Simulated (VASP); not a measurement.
Consider the following.

```yaml
crystal:
  lattice:
    - [4.60934, 0.00000, 0.00000]
    - [-2.30467, 3.99180, 0.00000]
    - [0.00000, 0.00000, 7.49462]
  atoms:
    - { symbol: Mg, position: [0.33333, 0.66667, 0.00000] }
    - { symbol: Mg, position: [0.66667, 0.33333, 0.50000] }
    - { symbol: Te, position: [0.33333, 0.66667, 0.37600] }
    - { symbol: Te, position: [0.66667, 0.33333, 0.87600] }
```

Method: PBE GGA, VASP's PBE PAW potentials (set 64) (plane waves; VASP). Run with PREC = Normal, EDIFF = 1E-5, 400 eV cut-off, 8×8×4 Γ-centred mesh, Gaussian smearing of 0.050 eV, potentials Mg Te.

Predict the energy per atom (σ→0).

```
Item                            Value
---------------------  --------------
energy per atom (σ→0)  -3.203 eV/atom
```

Total energies compare only between runs with the same potentials, cut-off and functional.

The compound is MgTe in the wurtzite structure. It was relaxed first.
